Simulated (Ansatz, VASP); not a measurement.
# ScC3: VASP beside Ansatz, part 2 of 2

Aim: how closely do two programs agree when they are given the same cell, functional and k mesh? The cell is generated by rule, not measured, and may not be a known phase. The cell is taken from a series of runs on this material, whose earlier steps may have relaxed, scaled, displaced or heated it; both programs get it as it stands.

VASP 6.6.1 and Ansatz 0.2.0.

So far: Starting point; VASP: relaxation of cell and atoms, LDA, pair 1; Ansatz: relaxation of cell and atoms, LDA, pair 1; Side by side.

**5. VASP: relaxation of cell and atoms, LDA, pair 2**

Level of this step: LDA; plane waves and PAW (Sc_sv, C); invented cell (VASP).

The relaxed volume is the usual yardstick between codes: in a stiff, nearly cubic crystal its relative difference is about their pressure difference at one cell divided by the bulk modulus. This pair takes another cell of the material, with 8 atoms against 4 for the pair before.

INCAR reads:

```
SYSTEM = ScC3
PREC = Accurate
ENCUT = 600
EDIFF = 1E-07
NELM = 120
ISMEAR = 1
SIGMA = 0.2
LREAL = .FALSE.
ALGO = Normal
GGA = CA
NBANDS = 31
LASPH = .TRUE.
LORBIT = 11
LWAVE = .FALSE.
LCHARG = .FALSE.
ISIF = 3
IBRION = 2
NSW = 80
EDIFFG = -0.005
GGA_COMPAT = .FALSE.
NELMIN = 4
KPAR = 2
```

POSCAR reads:

```
ScC3
1.0
    0.0000000000      3.3007830000      3.3007830000
    3.3007830000      0.0000000000      3.3007830000
    3.3007830000      3.3007830000      0.0000000000
Sc C
2 6
Direct
    0.7500000757      0.7500000757      0.7500000757
    0.2500000757      0.2500000757      0.2500000757
    0.6786598816      0.3213401184      0.3213401184
    0.3213401184      0.6786598816      0.6786598816
    0.3213401184      0.6786598816      0.3213401184
    0.6786598816      0.3213401184      0.6786598816
    0.6786598816      0.6786598816      0.3213401184
    0.3213401184      0.3213401184      0.6786598816
```

KPOINTS reads:

```
Automatic mesh
0
Gamma
10 10 10
0 0 0
```

PAW data sets: Sc_sv and C (LDA family, release 64).

Run with:

```sh
$ mpirun -np 2 vasp_std
```

Numbers of over 12 decimals in the logs are rounded to 6 here.

The log of the run:

```text
[banner, memory and clock lines left out]
running    2 mpi-ranks, on    1 nodes
[...]
LDA part: xc-table for (Slater(with rela. corr.)+CA(PZ))
 , standard interpolation
 POSCAR, INCAR and KPOINTS ok, starting setup
[...]
entering main loop
       N       E                     dE             d eps       ncg     rms          rms(c)
DAV:   1     0.658699126347E+03    0.65870E+03   -0.23525E+04  3010   0.183E+03
DAV:   2     0.207109872945E+02   -0.63799E+03   -0.62198E+03  3234   0.585E+02
DAV:   3    -0.677294101592E+02   -0.88440E+02   -0.84878E+02  4802   0.204E+02
DAV:   4    -0.722635616380E+02   -0.45342E+01   -0.44296E+01  4980   0.469E+01
[...]
DAV:  13    -0.657728914144E+02    0.94200E-06   -0.10024E-05  4231   0.236E-02    0.517E-03
DAV:  14    -0.657728911494E+02    0.26500E-06   -0.25850E-06  4264   0.112E-02    0.148E-03
DAV:  15    -0.657728911575E+02   -0.80995E-08   -0.16762E-07  2727   0.342E-03
   1 F= -.65772891E+02 E0= -.65773247E+02  d E =-.657729E+02
[... from here on, the cycles between the ionic steps are left out ...]
   2 F= -.65772933E+02 E0= -.65773253E+02  d E =-.422410E-04
   3 F= -.65773908E+02 E0= -.65774247E+02  d E =-.101637E-02
   4 F= -.65774156E+02 E0= -.65774471E+02  d E =-.248229E-03
 trial-energy change:   -0.000248  1 .order   -0.000244   -0.000565    0.000076
 step:   0.7978(harm=  0.7943)  dis= 0.00087  next Energy=   -65.774160 (dE=-0.253E-03)
 reached required accuracy - stopping structural energy minimisation
```

From OUTCAR (step 5):

```text
  Total       -0.0253736     -0.0253736     -0.0253736     -0.0000000      0.0000000     -0.0000000
  in kB       -0.5637961     -0.5637961     -0.5637961     -0.0000000      0.0000000     -0.0000000
  external PRESSURE =      -0.5637961 kB  Pullay stress =       0.0000000 kB

 POSITION                                       TOTAL-FORCE (eV/Angst)
 -----------------------------------------------------------------------------------
      4.95532      4.95532      4.95532         0.000000      0.000000      0.000000
      1.65177      1.65177      1.65177        -0.000000     -0.000000     -0.000000
      2.12697      3.30354      3.30354        -0.000397      0.000000      0.000000
      4.48012      3.30354      3.30354         0.000397      0.000000     -0.000000
      3.30354      2.12697      3.30354         0.000000     -0.000397     -0.000000
      3.30354      4.48012      3.30354        -0.000000      0.000397     -0.000000
      3.30354      3.30354      4.48012         0.000000     -0.000000      0.000397
      3.30354      3.30354      2.12697        -0.000000     -0.000000     -0.000397
 -----------------------------------------------------------------------------------
    total drift:                               -0.001018     -0.001018     -0.001018

  FREE ENERGIE OF THE ION-ELECTRON SYSTEM (eV)
  ---------------------------------------------------
  free  energy   TOTEN  =       -65.7741557532 eV

  energy  without entropy=      -65.7751000345  energy(sigma->0) =      -65.77447051

[... 1 part as in an earlier step ...]

[... 3 further parts left out ...]
[key lines of the parts left out:]
E-fermi :   7.4945
```

**6. Ansatz: relaxation of cell and atoms, LDA, pair 2**

The same cell, functional (in two slightly different forms), mesh and smearing now go to Ansatz, which takes its cutoff from its data sets.

The cell is taken from a series of runs on this material, whose earlier steps may have relaxed, scaled, displaced or heated it; both programs get it as it stands.

input.yaml reads:

```yaml
crystal:
  lattice:
    - [0.0, 3.3007830737, 3.3007830737]
    - [3.3007830737, 0.0, 3.3007830737]
    - [3.3007830737, 3.3007830737, 0.0]
  atoms:
    - { symbol: Sc, position: [0.75, 0.75, 0.75] }
    - { symbol: Sc, position: [0.25, 0.25, 0.25] }
    - { symbol: C, position: [0.6786598665, 0.3213401335, 0.3213401335] }
    - { symbol: C, position: [0.3213401335, 0.6786598665, 0.6786598665] }
    - { symbol: C, position: [0.3213401335, 0.6786598665, 0.3213401335] }
    - { symbol: C, position: [0.6786598665, 0.3213401335, 0.6786598665] }
    - { symbol: C, position: [0.6786598665, 0.6786598665, 0.3213401335] }
    - { symbol: C, position: [0.3213401335, 0.3213401335, 0.6786598665] }
kpoints:
  mp_grid: { grid: [10, 10, 10] }
hamiltonian:
  xc: lda
  pseudopotentials: { kind: nc }
scf:
  occupations: { method: methfessel_paxton, width: 0.2 }
output:
  forces: true
  stress: true
  eigenvalues: true
relax:
  adjacent_minimum: "off"
  f_tol: 0.001
  max_steps: 60
  cell: { stress_tol: 0.01 }
```

Run with:

```sh
$ ansatz run input.yaml --threads 8 --pin off --max-ram 14336MiB --backend cpu --events-out ev --progress --plain --runs-dir out
```

The log of the run:

```text
[...]
Crystal: 8 atoms, lattice volume = 71.925 Å³
Basis set: ecut = 1115.666836 eV, 6081 PW (Γ)
Bands: 31, of which v1, the nominal top of the filled ones, is band 23 counted from 1 (22 counted from 0)
Symmetry: 48 space group operations
[...]
k-points: 47 of 1000
[...]
atoms:
    - { symbol: Sc, position: [0.750000, 0.750000, 0.750000] }
    - { symbol: Sc, position: [0.25, 0.25, 0.25] }
    - { symbol: C, position: [0.678675, 0.321325, 0.321325] }
    - { symbol: C, position: [0.321325, 0.678675, 0.678675] }
    - { symbol: C, position: [0.321325, 0.678675, 0.321325] }
    - { symbol: C, position: [0.678675, 0.321325, 0.678675] }
    - { symbol: C, position: [0.678675, 0.678675, 0.321325] }
    - { symbol: C, position: [0.321325, 0.321325, 0.678675] }
[key lines of the parts left out:]
SCF converged after 7 iterations
Free energy (F): -3608.537030 eV
Fermi energy:    12.898203 eV
P = ⅓ Tr σ = 0.0014 GPa (0.014 kbar)
```

**7. Differences**

Compared:

```csv
quantity,Ansatz,VASP,difference
volume (Å³),71.91,72.11,-0.27 %
"edge a after relaxation, in the typed setting (Å)",4.668,4.672,-0.09 %
```

**8. VASP: relaxation of cell and atoms, LDA, pair 3**

The relaxed volume is the usual yardstick between codes: in a stiff, nearly cubic crystal its relative difference is about their pressure difference at one cell divided by the bulk modulus. This pair takes another cell of the material, with 4 atoms against 8 for the pair before.

INCAR: that of step 5 with these lines changed.

```diff
@@ -10,3 +10,3 @@
 GGA = CA
-NBANDS = 31
+NBANDS = 17
 LASPH = .TRUE.
```

POSCAR reads:

```
ScC3
1.0
    3.2540750000      0.0000000000      0.0000000000
    0.0000000000      3.2540750000      0.0000000000
    0.0000000000      0.0000000000      3.2540750000
Sc C
1 3
Direct
    0.0000000000      0.0000000000      0.0000000000
    0.0000000000      0.5000001537      0.5000001537
    0.5000001537      0.0000000000      0.5000001537
    0.5000001537      0.5000001537      0.0000000000
```

KPOINTS reads:

```
Automatic mesh
0
Gamma
16 16 16
0 0 0
```

Run with:

```sh
$ mpirun -np 2 vasp_std
```

The log of the run:

```text
[... set-up lines as in an earlier step ...]
 entering main loop
       N       E                     dE             d eps       ncg     rms          rms(c)
DAV:   1     0.174475590619E+03    0.17448E+03   -0.11699E+04  5858   0.160E+03
DAV:   2    -0.162141098020E+02   -0.19069E+03   -0.18745E+03  5794   0.423E+02
DAV:   3    -0.306380159726E+02   -0.14424E+02   -0.13845E+02  9421   0.993E+01
DAV:   4    -0.309703245199E+02   -0.33231E+00   -0.32493E+00  7847   0.173E+01
[...]
DAV:  11    -0.295824980819E+02   -0.63161E-05   -0.56683E-05  8365   0.725E-02    0.152E-02
DAV:  12    -0.295824975293E+02    0.55267E-06   -0.18249E-06  7199   0.108E-02    0.273E-03
DAV:  13    -0.295824975130E+02    0.16233E-07   -0.55867E-07  7567   0.113E-02
   1 F= -.29582498E+02 E0= -.29581527E+02  d E =-.295825E+02
[...]
N       E                     dE             d eps       ncg     rms          rms(c)
DAV:   1    -0.295870850697E+02   -0.45875E-02   -0.15746E-01  6663   0.610E+00    0.720E-01
[...]
DAV:   6    -0.295827673874E+02    0.13515E-05   -0.77228E-06  9692   0.212E-02    0.148E-03
DAV:   7    -0.295827673843E+02    0.31546E-08   -0.81500E-08  4198   0.373E-03
   2 F= -.29582767E+02 E0= -.29581833E+02  d E =-.269871E-03
 trial-energy change:   -0.000270  1 .order   -0.000265   -0.001247    0.000718
 step:   0.6383(harm=  0.6346)  dis= 0.00000  next Energy=   -29.582897 (dE=-0.399E-03)
[...]
N       E                     dE             d eps       ncg     rms          rms(c)
DAV:   1    -0.295834601653E+02   -0.69278E-03   -0.20490E-02  6634   0.220E+00    0.259E-01
DAV:   2    -0.295829893891E+02    0.47078E-03   -0.16047E-03  8019   0.655E-01    0.728E-02
DAV:   3    -0.295829090660E+02    0.80323E-04   -0.11958E-04  8088   0.121E-01    0.217E-02
DAV:   4    -0.295828975781E+02    0.11488E-04   -0.32216E-05  8938   0.557E-02    0.121E-02
DAV:   5    -0.295828975353E+02    0.42760E-07   -0.21650E-06  9815   0.152E-02    0.216E-03
DAV:   6    -0.295828973575E+02    0.17778E-06   -0.10098E-06  9628   0.770E-03    0.529E-04
DAV:   7    -0.295828973573E+02    0.25261E-09   -0.10026E-08  3372   0.141E-03
   3 F= -.29582897E+02 E0= -.29581950E+02  d E =-.399844E-03
[...]
reached required accuracy - stopping structural energy minimisation
```

OUTCAR, selected parts (step 8):

```text
  Total       -0.0007176     -0.0007176     -0.0007176      0.0000000     -0.0000000     -0.0000000
  in kB       -0.0332233     -0.0332233     -0.0332233      0.0000000     -0.0000000     -0.0000000
  external PRESSURE =      -0.0332233 kB  Pullay stress =       0.0000000 kB

 POSITION                                       TOTAL-FORCE (eV/Angst)
 -----------------------------------------------------------------------------------
      0.00000      0.00000      0.00000        -0.000000      0.000000      0.000000
     -0.00000      1.62936      1.62936         0.000000     -0.000000      0.000000
      1.62936     -0.00000      1.62936         0.000000     -0.000000      0.000000
      1.62936      1.62936     -0.00000         0.000000      0.000000      0.000000
 -----------------------------------------------------------------------------------
    total drift:                               -0.000167     -0.000167     -0.000167

  FREE ENERGIE OF THE ION-ELECTRON SYSTEM (eV)
  ---------------------------------------------------
  free  energy   TOTEN  =       -29.5828973573 eV

  energy  without entropy=      -29.5800539340  energy(sigma->0) =      -29.58194955

[... 1 part as in an earlier step ...]

[... 3 further parts left out ...]
[key lines of the parts left out:]
E-fermi :   7.4037
```

**9. Ansatz: relaxation of cell and atoms, LDA, pair 3**

The same cell, functional (in two slightly different forms), mesh and smearing now go to Ansatz, which takes its cutoff from its data sets.

The cell is taken from a series of runs on this material, whose earlier steps may have relaxed, scaled, displaced or heated it; both programs get it as it stands.

input.yaml, the sections that differ from step 6:

```yaml
crystal:
  lattice:
    - [3.2540750387, 0.0, 0.0]
    - [0.0, 3.2540750387, 0.0]
    - [0.0, 0.0, 3.2540750387]
  atoms:
    - { symbol: Sc, position: [0.0, 0.0, 0.0] }
    - { symbol: C, position: [0.0, 0.5, 0.5] }
    - { symbol: C, position: [0.5, 0.0, 0.5] }
    - { symbol: C, position: [0.5, 0.5, 0.0] }
kpoints:
  mp_grid: { grid: [16, 16, 16] }
# hamiltonian, scf, output, relax: as in step 6
```

Run with:

```sh
$ ansatz run input.yaml --threads 8 --pin off --max-ram 14336MiB --backend cpu --events-out ev --progress --plain --runs-dir out
```

The log of the run:

```text
[...]
Crystal: 4 atoms, lattice volume = 34.457 Å³
Basis set: ecut = 1115.666836 eV, 2945 PW (Γ)
Bands: 16, of which v1, the nominal top of the filled ones, is band 12 counted from 1 (11 counted from 0)
Symmetry: 48 space group operations
[...]
k-points: 165 of 4096
[...]
--- Relaxed structure (3 steps of the walk, 3 accepted, 1 SCFs on fresh bases) ---
[...]
cell:  # Å, volume = 34.4479 Å³
    - [3.253774, 0, 0]
    - [0, 3.253774, 0]
    - [0, 0, 3.253774]
  atoms:
    - { symbol: Sc, position: [0, 0, 0] }
    - { symbol: C, position: [0, 0.500000, 0.500000] }
    - { symbol: C, position: [0.500000, 0, 0.500000] }
    - { symbol: C, position: [0.500000, 0.500000, 0] }
[key lines of the parts left out:]
SCF converged after 4 iterations
Free energy (F): -1801.065420 eV
Fermi energy:    13.060787 eV
P = ⅓ Tr σ = -0.0002 GPa (-0.002 kbar)
```

**10. Differences**

The two programs side by side:

| quantity | Ansatz | VASP | difference |
| --- | --- | --- | --- |
| volume (Å³) | 34.45 | 34.61 | -0.46 % |
| edge a after relaxation, in the typed setting (Å) | 3.254 | 3.259 | -0.15 % |

**11. What came out**

```
difference in volume (relaxation of cell and atoms, LDA, pair 1) : -0.45 %
difference in volume (relaxation of cell and atoms, LDA, pair 2) : -0.27 %
difference in volume (relaxation of cell and atoms, LDA, pair 3) : -0.46 %
```

In words: The difference in volume is -0.46 % (relaxation of cell and atoms, LDA, pair 3), within the 1.2 % picked in this series as the mark of a large difference, as far as the stopping tolerances let one tell. 2 further runs of this series are not shown here. Such differences can come from data sets, numerical settings and the points named under the comparisons, not from the functional's error against experiment.

[Lines on the potential files, build, host, timing and source positions are cut from VASP's logs without a mark.]

[Logs are printed without paths, hosts, clocks, repeated set-up lines and the standing remarks that a program may print on its own settings, such as how far it seeks lower states.]

[Hosts, paths, dates, database ids (printed as entryN), source tags and the programs' standing remarks are cut or masked in the printed files.]
